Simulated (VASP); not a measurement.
# Lattice vibrations of TiAl3

Wanted: whether TiAl3 is dynamically stable, and its vibrational spectrum. The start is a computed cell from the Materials Project.

Main program and level: VASP 6.6.1; LDA; plane waves and PAW (Ti, Al).

### Step 1. The structure

It takes space group I4/mmm (No. 139, tetragonal). The conventional cell has a = 3.822 Å, b = 3.822 Å, c = 8.561 Å, α = 90.00°, β = 90.00°, γ = 90.00°. Nearest to Ti lie 12 Al at 2.70 to 2.87 Å. Nearest to Al lie 8 Al at 2.70 to 2.87 Å and 4 Ti at 2.87 Å. Nearest to Al lie 4 Ti at 2.70 Å and 8 Al at 2.87 Å. Farther neighbours are not listed.

As a file:

```
Ti Al
1.0
    -1.91111    1.91111    4.28067
     1.91111   -1.91111    4.28067
     1.91111    1.91111   -4.28067
Ti Al
1 3
Direct
  0.00000 0.00000 0.00000
  0.25000 0.75000 0.50000
  0.75000 0.25000 0.50000
  0.50000 0.50000 0.00000
```

### Step 2. Relax the host

Cell and atoms are relaxed first, so that later runs start from this functional's own cell.

INCAR

```
SYSTEM = TiAl3
PREC = Accurate
ENCUT = 350
EDIFF = 1E-06
NELM = 120
ISMEAR = 1
SIGMA = 0.15
LREAL = .FALSE.
ALGO = Normal
GGA = CA
NBANDS = 12
LASPH = .TRUE.
LORBIT = 11
LWAVE = .FALSE.
LCHARG = .FALSE.
KPAR = 4
IBRION = 2
NSW = 40
ISIF = 3
EDIFFG = -0.02
POTIM = 0.4
```

POSCAR

```
TiAl3
1.0
   -1.9111067713      1.9111067713      4.2806687947
    1.9111067713     -1.9111067713      4.2806687947
    1.9111067713      1.9111067713     -4.2806687947
Ti Al
1 3
Direct
    0.0000000000      0.0000000000      0.0000000000
    0.2500000000      0.7500000000      0.5000000000
    0.7500000000      0.2500000000      0.5000000000
    0.5000000000      0.5000000000      0.0000000000
```

KPOINTS

```
Automatic mesh
0
Gamma
9 9 9
0 0 0
```

PAW data sets: Ti and Al (LDA family, release 64).

Run with:

```
$ mpirun -np 4 vasp_std
```

Output:

```text
[banner, memory and clock lines left out]
running    4 mpi-ranks, on    1 nodes
 distrk:  each k-point on    1 cores,    4 groups
 distr:  one band on    1 cores,    1 groups

 POSCAR found type information on POSCAR TiAl
 POSCAR found :  2 types and       4 ions
 LDA part: xc-table for (Slater(with rela. corr.)+CA(PZ))
 , standard interpolation
 POSCAR, INCAR and KPOINTS ok, starting setup
 FFT: planning ... GRIDC
 FFT: planning ... GRID_SOFT
 FFT: planning ... GRID
 WAVECAR not read
 entering main loop
       N       E                     dE             d eps       ncg     rms          rms(c)
DAV:   1     0.184641240199E+02    0.18464E+02   -0.37574E+03  1816   0.629E+02
DAV:   2    -0.223607792053E+02   -0.40825E+02   -0.38007E+02  1844   0.126E+02
DAV:   3    -0.246094251640E+02   -0.22486E+01   -0.21401E+01  2588   0.284E+01
DAV:   4    -0.246509123242E+02   -0.41487E-01   -0.41402E-01  2220   0.386E+00
DAV:   5    -0.246515811748E+02   -0.66885E-03   -0.66876E-03  2380   0.507E-01    0.136E+01
DAV:   6    -0.234261526495E+02    0.12254E+01   -0.17602E+01  2700   0.311E+01    0.503E+00
DAV:   7    -0.229011013163E+02    0.52505E+00   -0.68543E+00  2708   0.246E+01    0.458E+00
DAV:   8    -0.227641073796E+02    0.13699E+00   -0.86739E-01  2716   0.885E+00    0.118E+00
DAV:   9    -0.227441488343E+02    0.19959E-01   -0.16485E-01  2704   0.383E+00    0.297E-01
DAV:  10    -0.227428497420E+02    0.12991E-02   -0.53432E-03  2728   0.653E-01    0.665E-02
DAV:  11    -0.227428148218E+02    0.34920E-04   -0.31190E-04  2816   0.144E-01    0.259E-02
DAV:  12    -0.227428120884E+02    0.27334E-05   -0.22687E-05  2568   0.383E-02    0.662E-03
DAV:  13    -0.227428119785E+02    0.10987E-06   -0.26965E-06  2276   0.152E-02
   1 F= -.22742812E+02 E0= -.22743236E+02  d E =-.227428E+02
 curvature:   0.00 expect dE= 0.000E+00 dE for cont linesearch  0.000E+00
 trial: gam= 0.00000 g(F)=  0.111E-49 g(S)=  0.569E-01 ort = 0.000E+00 (trialstep = 0.100E+01)
 search vector abs. value=  0.569E-01
 bond charge predicted
       N       E                     dE             d eps       ncg     rms          rms(c)
DAV:   1    -0.227718322039E+02   -0.29020E-01   -0.57714E-01  1828   0.750E+00    0.126E+00
DAV:   2    -0.227674905074E+02    0.43417E-02   -0.32634E-02  2380   0.182E+00    0.418E-01
DAV:   3    -0.227653104616E+02    0.21800E-02   -0.15682E-02  2684   0.116E+00    0.462E-01
DAV:   4    -0.227640713224E+02    0.12391E-02   -0.24400E-03  2588   0.507E-01    0.551E-02
DAV:   5    -0.227640548645E+02    0.16458E-04   -0.57687E-05  2104   0.591E-02    0.297E-02
DAV:   6    -0.227640543578E+02    0.50665E-06   -0.29033E-06  2228   0.114E-02
   2 F= -.22764054E+02 E0= -.22764395E+02  d E =-.212424E-01
 trial-energy change:   -0.021242  1 .order   -0.020551   -0.056937    0.015835
 step:   0.7918(harm=  0.7824)  dis= 0.00000  next Energy=   -22.765697 (dE=-0.229E-01)
 bond charge predicted
       N       E                     dE             d eps       ncg     rms          rms(c)
DAV:   1    -0.227660882329E+02   -0.20334E-02   -0.24886E-02  1840   0.155E+00    0.269E-01
DAV:   2    -0.227659088849E+02    0.17935E-03   -0.15186E-03  2408   0.395E-01    0.910E-02
DAV:   3    -0.227658055677E+02    0.10332E-03   -0.74409E-04  2656   0.251E-01    0.100E-01
DAV:   4    -0.227657507078E+02    0.54860E-04   -0.10599E-04  2564   0.105E-01    0.115E-02
DAV:   5    -0.227657500460E+02    0.66180E-06   -0.21512E-06  2020   0.111E-02
   3 F= -.22765750E+02 E0= -.22766108E+02  d E =-.229381E-01
 curvature:  -0.39 expect dE=-0.758E-05 dE for cont linesearch -0.201E-06
 trial: gam= 0.00335 g(F)=  0.199E-49 g(S)=  0.194E-04 ort =-0.171E-03 (trialstep = 0.958E+00)
 search vector abs. value=  0.189E-04
 reached required accuracy - stopping structural energy minimisation
```

Wall time 18 s (4 MPI ranks of AMD EPYC 7R43, shared host); peak memory 0.62 GiB; 69 s of CPU time.

The logs omit lines about the potential files and the build; timing stands in the text.

OUTCAR, selected parts (step 2):

```text
ion  position               nearest neighbor table
   1  0.000  0.000  0.000-   4 2.70   4 2.70   4 2.70   4 2.70   3 2.87   2 2.87   3 2.87   2 2.87
                             3 2.87   3 2.87   2 2.87   2 2.87
   2  0.250  0.750  0.500-   3 2.70   3 2.70   3 2.70   3 2.70   4 2.87   1 2.87   4 2.87   4 2.87
                             1 2.87   1 2.87   4 2.87   1 2.87
   3  0.750  0.250  0.500-   2 2.70   2 2.70   2 2.70   2 2.70   4 2.87   1 2.87   4 2.87   1 2.87
                             4 2.87   4 2.87   1 2.87   1 2.87
   4  0.500  0.500  0.000-   1 2.70   1 2.70   1 2.70   1 2.70   3 2.87   2 2.87   3 2.87   3 2.87
                             2 2.87   2 2.87   3 2.87   2 2.87

  LATTYP: Found a body centered tetragonal cell.
 ALAT       =     3.8222135426
 C/A-ratio  =     2.2398899208

 Subroutine GETGRP returns: Found 16 space group operations
 (whereof 16 operations were pure point group operations)

The static configuration has the point symmetry D_4h.

 Found     75 irreducible k-points:

   k-points           NKPTS =     75   k-points in BZ     NKDIM =     75   number of bands    NBANDS=     12

   dimension x,y,z NGX =    32 NGY =   32 NGZ =   32
   dimension x,y,z NGXF=    64 NGYF=   64 NGZF=   64

   ENCUT  =  350.0 eV  25.72 Ry    5.07 a.u.   7.72  7.72  7.72*2*pi/ulx,y,z

   NELECT =      13.0000    total number of electrons

 k-points in reciprocal lattice and weights: Automatic mesh
   0.00000000  0.00000000  0.00000000       0.001
   0.11111111  0.00000000  0.00000000       0.011
   0.22222222  0.00000000  0.00000000       0.011
   0.33333333 -0.00000000  0.00000000       0.011
   0.44444444  0.00000000  0.00000000       0.011
   0.11111111  0.11111111  0.00000000       0.011
   0.22222222  0.11111111  0.00000000       0.022
   0.33333333  0.11111111  0.00000000       0.022
   0.44444444  0.11111111  0.00000000       0.022
[...]
-0.44444444  0.44444444  0.44444444       0.005
  -0.44444444 -0.44444444  0.44444444       0.003

 average (electrostatic) potential at core
       1 -22.6892       2 -70.8404       3 -70.8404       4 -70.9258

 E-fermi :   6.9673

 k-point     1 :       0.0000    0.0000    0.0000
  band No.  band energies     occupation
    ...
      2       4.0741      2.00000
      3       4.3476      2.00000
      4       5.5045      2.00000
      5       5.7279      2.00000
      6       5.7279      2.00000
      7       7.8240     -0.00000
      8       8.8382     -0.00000
      9       8.8382     -0.00000
     10       9.2821     -0.00000
     11       9.6298     -0.00000
    ...

 k-point     2 :       0.1111    0.0000    0.0000
  band No.  band energies     occupation
    ...
      2       3.5575      2.00000
      3       4.7461      2.00000
      4       5.2326      2.00000
      5       5.5523      2.00000
      6       5.8245      2.00000
      7       7.3965     -0.00040
      8       8.4407     -0.00000
      9       9.0909     -0.00000
     10       9.3388     -0.00000
     11      10.0147      0.00000
    ...

 k-point     3 :       0.2222    0.0000    0.0000
  band No.  band energies     occupation
    ...
      3       3.9762      2.00000
      4       4.9758      2.00000
      5       5.9540      2.00000
      6       6.0489      2.00000
      7       6.9114      1.58427
      8       8.0641     -0.00000
      9       9.0380     -0.00000
     10       9.8305     -0.00000
     11      10.5017      0.00000
     12      11.3007      0.00000

  Total       -0.0111335     -0.0111335      0.0420160      0.0000000      0.0000000      0.0000000
  in kB       -0.2945597     -0.2945597      1.1116253      0.0000000      0.0000000      0.0000000
  external PRESSURE =       0.1741686 kB  Pullay stress =       0.0000000 kB

  energy-cutoff  :      350.00
  volume of cell :       60.56
      direct lattice vectors                 reciprocal lattice vectors
    -1.889366927  1.889366927  4.241060846     0.000000000  0.264638908  0.117895031
     1.889366927 -1.889366927  4.241060846     0.264638908  0.000000000  0.117895031
     1.889366927  1.889366927 -4.241060846     0.264638908  0.264638908  0.000000000

 POSITION                                       TOTAL-FORCE (eV/Angst)
 -----------------------------------------------------------------------------------
      0.00000      0.00000      0.00000        -0.000000     -0.000000      0.000000
      1.88937     -0.00000      2.12053         0.000000     -0.000000      0.000000
     -0.00000      1.88937      2.12053         0.000000      0.000000     -0.000000
      0.00000      0.00000      4.24106        -0.000000     -0.000000      0.000000
 -----------------------------------------------------------------------------------
    total drift:                                0.000000     -0.000000     -0.000000

  FREE ENERGIE OF THE ION-ELECTRON SYSTEM (eV)
  ---------------------------------------------------
  free  energy   TOTEN  =       -22.7657500460 eV

  energy  without entropy=      -22.7668248382  energy(sigma->0) =      -22.76610831

 reached required accuracy - stopping structural energy minimisation

 total charge
# of ion       s       p       d       tot
------------------------------------------
    1        0.415   0.586   2.683   3.685
    2        0.418   0.427   0.000   0.845
    3        0.418   0.427   0.000   0.845
    4        0.458   0.393   0.000   0.851
--------------------------------------------------
tot          1.710   1.833   2.683   6.226

[... 3 further parts left out ...]
```

CONTCAR:

```
TiAl3
   1.00000000000000
    -1.8893669268306967    1.8893669268306967    4.2410608457078594
     1.8893669268306967   -1.8893669268306967    4.2410608457078594
     1.8893669268306967    1.8893669268306967   -4.2410608457078594
  Ti              Al
     1     3
Direct
     0.0000000000000000    0.0000000000000000    0.0000000000000000
     0.2500000000000000    0.7500000000000000    0.5000000000000000
     0.7500000000000000    0.2500000000000000    0.5000000000000000
     0.5000000000000000    0.5000000000000000    0.0000000000000000
```

This run has no spin polarisation. Its electron count is odd, so without a moment it is a metal by construction. The data set Ti keeps the semicore shell frozen, which is cheaper and a little less accurate. The run keeps the 16 symmetry operations of its start, so it cannot find a distortion of lower symmetry.

Step by step:

```
step  energy less that of the first step (eV)  largest force (eV/Å)  pressure (GPa)  volume (Å³)
   1                                   0.0000                0.0000           -3.58        62.54
   2                                  -0.0212                0.0000            1.04        60.04
   3                                  -0.0229                0.0000            0.02        60.56
```

```
conventional cell, symmetrised  before  after  change
                         a (Å)   3.822  3.779  -1.1 %
                         b (Å)   3.822  3.779  -1.1 %
                         c (Å)   8.561  8.482  -0.9 %
              volume (Å³/atom)   15.63  15.14  -3.2 %
```

Final coordinates:

```cif
data_structure
_symmetry_space_group_name_H-M 'P 1'
_symmetry_Int_Tables_number 1
_cell_length_a 5.0126
_cell_length_b 5.0126
_cell_length_c 5.0126
_cell_angle_alpha 135.713
_cell_angle_beta 135.713
_cell_angle_gamma 64.424
_cell_volume 60.56
loop_
_atom_site_label
_atom_site_type_symbol
_atom_site_fract_x
_atom_site_fract_y
_atom_site_fract_z
_atom_site_occupancy
Ti1 Ti 0.00000 0.00000 0.00000 1
Al2 Al 0.25000 0.75000 0.50000 1
Al3 Al 0.75000 0.25000 0.50000 1
Al4 Al 0.50000 0.50000 0.00000 1
```

This step gave:

```
electronic cycles                               : 24
electrons                                       : 13
free energy (TOTEN)                             : -22.77 eV
energy at zero smearing                         : -22.77 eV
Fermi energy                                    : 6.967 eV
pressure                                        : 0.01742 GPa
labelled metallic, from the levels on this mesh : yes
```

The run ended after 3 ionic steps, 0.023 eV below its first step, once forces and stress met EDIFFG = -0.02.

### Step 3. Tight relaxation

Force constants are second derivatives, so residual forces and stress must first be far smaller than in an ordinary relaxation. Smearing and mesh differ from the relaxation before, which can move the cell too.

INCAR

```
SYSTEM = TiAl3
PREC = Accurate
ENCUT = 350
EDIFF = 1E-08
NELM = 120
ISMEAR = 1
SIGMA = 0.2
LREAL = .FALSE.
ALGO = Fast
GGA = CA
NBANDS = 12
LASPH = .TRUE.
LORBIT = 11
LWAVE = .FALSE.
LCHARG = .FALSE.
KPAR = 4
IBRION = 1
NSW = 30
ISIF = 3
EDIFFG = -0.002
POTIM = 0.4
```

POSCAR

```
TiAl3
1.0
   -1.8893669268      1.8893669268      4.2410608457
    1.8893669268     -1.8893669268      4.2410608457
    1.8893669268      1.8893669268     -4.2410608457
Ti Al
1 3
Direct
    0.0000000000      0.0000000000      0.0000000000
    0.2500000000      0.7500000000      0.5000000000
    0.7500000000      0.2500000000      0.5000000000
    0.5000000000      0.5000000000      0.0000000000
```

KPOINTS

```
Automatic mesh
0
Gamma
12 12 12
0 0 0
```

Run with:

```
$ mpirun -np 4 vasp_std
```

Output:

```text
[... set-up lines as in an earlier step ...]
 entering main loop
       N       E                     dE             d eps       ncg     rms          rms(c)
DAV:   1     0.193105527479E+02    0.19311E+02   -0.37132E+03  3912   0.627E+02
DAV:   2    -0.223947218689E+02   -0.41705E+02   -0.38972E+02  3980   0.128E+02
DAV:   3    -0.245705456449E+02   -0.21758E+01   -0.20885E+01  5516   0.285E+01
DAV:   4    -0.246091146458E+02   -0.38569E-01   -0.38457E-01  4884   0.378E+00
DAV:   5    -0.246097969881E+02   -0.68234E-03   -0.68217E-03  5072   0.511E-01    0.143E+01
RMM:   6    -0.230403015345E+02    0.15695E+01   -0.12985E+01  3923   0.266E+01    0.286E+00
RMM:   7    -0.227949086556E+02    0.24539E+00   -0.17184E+00  3912   0.130E+01    0.382E+00
RMM:   8    -0.227751805587E+02    0.19728E-01   -0.54618E-01  3935   0.430E+00    0.148E+00
RMM:   9    -0.227649159919E+02    0.10265E-01   -0.10812E-01  3919   0.326E+00    0.537E-01
RMM:  10    -0.227666853917E+02   -0.17694E-02   -0.15819E-02  3913   0.672E-01    0.475E-01
RMM:  11    -0.227665318926E+02    0.15350E-03   -0.62658E-03  3915   0.644E-01    0.127E-01
RMM:  12    -0.227665788596E+02   -0.46967E-04   -0.12756E-03  3921   0.316E-01    0.649E-02
RMM:  13    -0.227666435466E+02   -0.64687E-04   -0.10851E-03  4133   0.194E-01    0.496E-02
RMM:  14    -0.227666529325E+02   -0.93859E-05   -0.16115E-04  4384   0.783E-02    0.663E-02
RMM:  15    -0.227666310192E+02    0.21913E-04   -0.41732E-05  3925   0.421E-02    0.780E-02
RMM:  16    -0.227666320042E+02   -0.98504E-06   -0.88621E-06  3938   0.177E-02    0.768E-02
RMM:  17    -0.227666310703E+02    0.93392E-06   -0.30237E-06  3956   0.113E-02    0.561E-02
RMM:  18    -0.227666401520E+02   -0.90817E-05   -0.13984E-05  3919   0.321E-02    0.302E-02
RMM:  19    -0.227666314434E+02    0.87086E-05   -0.79020E-06  3917   0.234E-02    0.624E-02
RMM:  20    -0.227666302893E+02    0.11541E-05   -0.77402E-06  4005   0.126E-02    0.597E-02
RMM:  21    -0.227666301454E+02    0.14390E-06   -0.11537E-06  3932   0.506E-03    0.368E-02
RMM:  22    -0.227666300043E+02    0.14118E-06   -0.48994E-07  3918   0.505E-03    0.222E-02
RMM:  23    -0.227666298659E+02    0.13837E-06   -0.15108E-07  3921   0.209E-03    0.110E-02
RMM:  24    -0.227666298185E+02    0.47389E-07   -0.30562E-08  3278   0.120E-03    0.812E-03
RMM:  25    -0.227666297921E+02    0.26352E-07   -0.13541E-08  2787   0.641E-04    0.742E-03
RMM:  26    -0.227666297730E+02    0.19100E-07   -0.64030E-09  2604   0.614E-04    0.617E-03
RMM:  27    -0.227666297589E+02    0.14177E-07   -0.89000E-09  2618   0.443E-04    0.470E-03
RMM:  28    -0.227666297486E+02    0.10276E-07   -0.61506E-09  2531   0.706E-04    0.283E-03
RMM:  29    -0.227666297431E+02    0.54514E-08   -0.45394E-09  2498   0.419E-04
   1 F= -.22766630E+02 E0= -.22766930E+02  d E =-.227666E+02
 BRION: g(F)=  0.486E-50 g(S)=  0.164E-06
 reached required accuracy - stopping structural energy minimisation
```

The job ended after 39 s (4 MPI ranks; peak memory 0.72 GiB).

OUTCAR, selected parts (step 3):

```text
  LATTYP: Found a body centered tetragonal cell.
 ALAT       =     3.7787338536
 C/A-ratio  =     2.2446994205

The static configuration has the point symmetry D_4h.

 Found    163 irreducible k-points:

   k-points           NKPTS =    163   k-points in BZ     NKDIM =    163   number of bands    NBANDS=     12

   ENCUT  =  350.0 eV  25.72 Ry    5.07 a.u.   7.65  7.65  7.65*2*pi/ulx,y,z

   NELECT =      13.0000    total number of electrons

 E-fermi :   6.9630

 k-point     1 :       0.0000    0.0000    0.0000
  band No.  band energies     occupation
    ...
      2       4.0730      2.00000
      3       4.3479      2.00000
      4       5.5015      2.00000
      5       5.7292      2.00000
      6       5.7292      2.00000
      7       7.8191     -0.00000
      8       8.8358     -0.00000
      9       8.8358     -0.00000
     10       9.2848     -0.00000
     11       9.6320     -0.00000
    ...

 k-point     2 :       0.0833    0.0000    0.0000
  band No.  band energies     occupation
    ...
      2       3.7073      2.00000
      3       4.6906      2.00000
      4       5.3496      2.00000
      5       5.5721      2.00000
      6       5.7844      2.00000
      7       7.5384     -0.00037
      8       8.5878     -0.00000
      9       9.1411     -0.00000
     10       9.1624     -0.00000
     11       9.8678     -0.00000
    ...

  Total       -0.0028448     -0.0028448      0.0008734      0.0000000      0.0000000      0.0000000
  in kB       -0.0752649     -0.0752649      0.0231065      0.0000000      0.0000000      0.0000000
  external PRESSURE =      -0.0424744 kB  Pullay stress =       0.0000000 kB

 POSITION                                       TOTAL-FORCE (eV/Angst)
 -----------------------------------------------------------------------------------
      0.00000      0.00000      0.00000         0.000000     -0.000000     -0.000000
      1.88937      0.00000      2.12053        -0.000000      0.000000      0.000000
      0.00000      1.88937      2.12053        -0.000000     -0.000000      0.000000
      0.00000      0.00000      4.24106         0.000000     -0.000000     -0.000000
 -----------------------------------------------------------------------------------
    total drift:                                0.000000     -0.000000     -0.000000

  FREE ENERGIE OF THE ION-ELECTRON SYSTEM (eV)
  ---------------------------------------------------
  free  energy   TOTEN  =       -22.7666297431 eV

  energy  without entropy=      -22.7675316673  energy(sigma->0) =      -22.76693038

 total charge
# of ion       s       p       d       tot
------------------------------------------
    1        0.415   0.587   2.683   3.684
    2        0.418   0.427   0.000   0.845
    3        0.418   0.427   0.000   0.845
    4        0.458   0.393   0.000   0.851
--------------------------------------------------
tot          1.710   1.834   2.683   6.226

[... 4 parts as in an earlier step ...]

[... 7 further parts left out ...]
```

CONTCAR:

```
TiAl3
   1.00000000000000
    -1.8893669268000000    1.8893669268000000    4.2410608456999999
     1.8893669268000000   -1.8893669268000000    4.2410608456999999
     1.8893669268000000    1.8893669268000000   -4.2410608456999999
  Ti              Al
     1     3
Direct
     0.0000000000000000    0.0000000000000000    0.0000000000000000
     0.2500000000000000    0.7500000000000000    0.5000000000000000
     0.7500000000000000    0.2500000000000000    0.5000000000000000
     0.5000000000000000    0.5000000000000000    0.0000000000000000
```

Little changed from the start: no atom moved by 0.005 Å and no cell edge by 0.1 %.

This step gave:

| Property | Result |
| --- | --- |
| electronic cycles | 29 |
| Fermi energy | 6.963 eV |
| pressure | -0.004247 GPa |

The start already met the threshold, so nothing moved.

(Part 1 of 2 ends here.)

[Lines on the potential files, build, host, timing and source positions are cut from VASP's logs without a mark.]

[Logs are printed without paths, hosts, clocks, repeated set-up lines and the standing remarks that a program may print on its own settings, such as how far it seeks lower states.]

[Hosts, paths, dates, database ids (printed as entryN), source tags and the programs' standing remarks are cut or masked in the printed files.]

[Runs that stopped without an error message from VASP are left out.]
